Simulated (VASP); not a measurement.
# Converging a slab model of Li(110), part 2 of 2

How far does the level below the vacuum of Li(110) depend on the numerical settings, and how far on the functional?

VASP 6.6.1, plane waves and PAW; the level of theory is named at each step.

So far, highest filled level below the vacuum (eV): step 2 (the base run) 3.27; step 11 (a lower cutoff, ENCUT 210) 3.27; step 12 (a lower cutoff, ENCUT 280) 3.27; step 13 (another smearing width, SIGMA 0.02) 3.28; step 14 (another smearing width, SIGMA 0.4) 3.27.

## 16. Another level, functional LDA, disp none

This step: LDA; plane waves and PAW (Li) (VASP 6.6.1).

Beside the numerical settings stands the choice of exchange and correlation.

Contents of INCAR:

```
SYSTEM = Li
PREC = Normal
ENCUT = 350
EDIFF = 1E-06
NELM = 120
ISMEAR = 1
SIGMA = 0.1
LREAL = .FALSE.
ALGO = Normal
GGA = CA
NBANDS = 10
LORBIT = 11
LWAVE = .FALSE.
LCHARG = .FALSE.
KPAR = 4
IDIPOL = 3
LDIPOL = .TRUE.
DIPOL = 0.5 0.5 0.5
LVHAR = .TRUE.
LVACPOTAV = .TRUE.
```

Contents of POSCAR:

```
Li
1.0
    2.4678026663     -1.7450000000      0.0000000000
    2.4678026663      1.7450000000      0.0000000000
    0.0000000000      0.0000000000     32.8068159980
Li
7
Direct
    0.0000000000      0.0000000000      0.2743332361
    0.5000000000      0.5000000000      0.3495554908
    0.0000000000      0.0000000000      0.4247777454
    0.5000000000      0.5000000000      0.5000000000
    0.0000000000      0.0000000000      0.5752222546
    0.5000000000      0.5000000000      0.6504445092
    0.0000000000      0.0000000000      0.7256667639
```

Contents of KPOINTS:

```
Automatic mesh
0
Gamma
9 9 1
0 0 0
```

PAW data sets: Li (PBE family, release 64).

The run is started by

```console
> mpirun -np 4 vasp_std
```

Run time: 4.8 s. Hardware: 4 MPI ranks of Intel Xeon 6975P-C (Granite Rapids), shared host; peak memory 0.63 GiB.

The PAW data sets were made with PBE, though LDA sets exist; this is a small mismatch.

This step gave:

```
electronic cycles                          : 22
free energy (TOTEN)                        : -13.55 eV
energy at zero smearing                    : -13.55 eV
Fermi energy                               : -1.390 eV
vacuum levels                              : 1.948, 1.948 eV
work functions of the upper and lower face : 3.338, 3.338 eV
highest filled level below the vacuum      : 3.338 eV
```

Force by atom:

```tsv
atom	x (eV/Å)	y (eV/Å)	z (eV/Å)	size
Li1	0.000	0.000	0.126	0.126
Li2	0.000	0.000	-0.058	0.058
Li3	0.000	0.000	-0.022	0.022
Li4	0.000	0.000	0.000	0.000
Li5	0.000	0.000	0.022	0.022
Li6	0.000	0.000	0.058	0.058
Li7	0.000	0.000	-0.126	0.126
```

Against the base run its depth below the vacuum changes by +0.07 eV.

## 17. Another level, functional PBE, disp none

This step: PBE; plane waves and PAW (Li) (VASP 6.6.1).

INCAR: that of step 16 with these lines changed.

```diff
@@ -9,3 +9,3 @@
 ALGO = Normal
-GGA = CA
+GGA = PE
 NBANDS = 10
```

POSCAR is that of step 16.

KPOINTS is that of step 16.

The run is started by

```console
> mpirun -np 4 vasp_std
```

Elapsed: 5.6 s, on 4 MPI ranks; peak memory 0.71 GiB.

Against the base run its depth below the vacuum changes by -0.02 eV.

## 18. Another level, functional RPBE, disp none

This step: RPBE; plane waves and PAW (Li) (VASP 6.6.1).

INCAR: that of step 17 with these lines changed.

```diff
@@ -9,3 +9,3 @@
 ALGO = Normal
-GGA = PE
+GGA = RP
 NBANDS = 10
```

POSCAR is that of step 17.

KPOINTS is that of step 17.

The run is started by

```console
> mpirun -np 4 vasp_std
```

Run time: 5.6 s. Hardware: 4 MPI ranks; peak memory 0.7 GiB; 20 s of CPU time.

Against the base run its depth below the vacuum changes by -0.07 eV.

## 19. Another level, functional optB88-vdW, disp nonlocal

This step: optB88-vdW; plane waves and PAW (Li) (VASP 6.6.1).

INCAR: that of step 18 with these lines changed.

```diff
@@ -9,3 +9,8 @@
 ALGO = Normal
-GGA = RP
+GGA = BO
+AGGAC = 0
+LUSE_VDW = .TRUE.
+PARAM1 = 0.1833333333
+PARAM2 = 0.22
+LASPH = .TRUE.
 NBANDS = 10
```

POSCAR is that of step 18.

KPOINTS is that of step 18.

The run is started by

```console
> mpirun -np 4 vasp_std
```

Run time: 35 s. Hardware: 4 MPI ranks; peak memory 1.5 GiB.

Against the base run its depth below the vacuum changes by +0.06 eV.

## 20. Another level, functional r2SCAN, disp none

This step: r2SCAN; plane waves and PAW (Li) (VASP 6.6.1).

INCAR: that of step 19 with these lines changed.

```diff
@@ -9,7 +9,3 @@
 ALGO = Normal
-GGA = BO
-AGGAC = 0
-LUSE_VDW = .TRUE.
-PARAM1 = 0.1833333333
-PARAM2 = 0.22
+METAGGA = R2SCAN
 LASPH = .TRUE.
```

POSCAR is that of step 19.

KPOINTS is that of step 19.

The run is started by

```console
> mpirun -np 4 vasp_std
```

The job ended after 17 s (4 MPI ranks; peak memory 0.73 GiB; 65 s of CPU time).

Against the base run its depth below the vacuum changes by -0.02 eV.

## 21. The series together

Times are for 4 MPI ranks of Intel Xeon 6975P-C (Granite Rapids), shared host. The series side by side:

```tsv
no.	functional	highest filled level below the vacuum (eV)	time	memory (GiB)
1	LDA	3.338	4.8 s	0.63
2	PBE	3.252	5.6 s	0.71
3	RPBE	3.205	5.6 s	0.7
4	optB88-vdW	3.329	35 s	1.5
5	r2SCAN	3.253	17 s	0.73
```

## 22. All runs together

This step: slab, study of settings, base PBEsol; plane waves and PAW (VASP 6.6.1).

No new run; the numbers come from the runs before.

Numbers from this step:

```
highest filled level below the vacuum : 3.272 eV
```

Energies of other functionals are not comparable and are left out. All runs:

```tsv
change from the base run	level below the vacuum (eV)	shift (eV)	energy change (meV/atom)	core seconds
base	3.272	0	0	22.4
mesh 3 x 3	3.202	-0.07	-68	6.4
mesh 6 x 6	3.377	0.105	12.9	16
mesh 12 x 12	3.225	-0.047	3.8	29.6
vacuum 5 A	-	-	-12.8	10.4
vacuum 8 A	-	-	0.5	13.6
vacuum 24 A	3.272	0	0	26.4
cutoff 210 eV	3.271	-0.001	0.9	12
cutoff 280 eV	3.272	0	0	15.2
smearing 0.02 eV	3.279	0.007	0.1	22.4
smearing 0.4 eV	3.267	-0.005	-0.8	22.4
LDA	3.338	0.066	-	19.2
PBE	3.252	-0.019	-	22.4
RPBE	3.205	-0.066	-	22.4
optB88-vdW	3.329	0.057	-	140
r2SCAN	3.253	-0.018	-	66.4
```

## 23. Outcome

| Property | Result |
| --- | --- |
| highest filled level below the vacuum | 3.27 eV |

The base run puts the highest filled level 3.27 eV below the vacuum at the upper face. Among the meshes tried the largest shift is 0.10 eV (mesh 6 x 6, at 0.71 times the cost). The vacuum widths shift it by about 0.01 eV or less. The lower cutoffs shift it by about 0.01 eV or less. The smearing widths shift it by about 0.01 eV or less. With vacuum 5 A and vacuum 8 A the program printed no vacuum level, so no level is given there, and the line on vacuum widths holds for the others alone. The densest mesh still moves the level by -0.05 eV, so the base mesh is converged no better than that. The functionals span 0.13 eV, from RPBE to LDA. The program warns that it found no field-free region at its default tolerance, also in runs whose level could not be checked against a flat part of the potential; that adds doubt to those levels. The thickness of the slab was not varied, and the small cell can't reconstruct. Costs come from a shared host, and the base run also writes a finer density of states, so small ratios mean little. All runs hold the atoms as cut and share one family of PAW data sets, so relaxation and each functional's own lattice are left out. LASPH is on in the runs with optB88-vdW and r2SCAN and off in those with LDA, PBE, PBEsol and RPBE, so these rows differ in more than the functional.

[Lines on the potential files, build, host, timing and source positions are cut from VASP's logs without a mark.]

[Logs are printed without paths, hosts, clocks, repeated set-up lines and the standing remarks that a program may print on its own settings, such as how far it seeks lower states.]

[Hosts, paths, dates, database ids (printed as entryN), source tags and the programs' standing remarks are cut or masked in the printed files.]

[In band tables of VASP the shares of atoms and orbitals are scaled to a sum of 1 inside the atoms' spheres.]

[Runs that stopped without an error message from VASP are left out.]
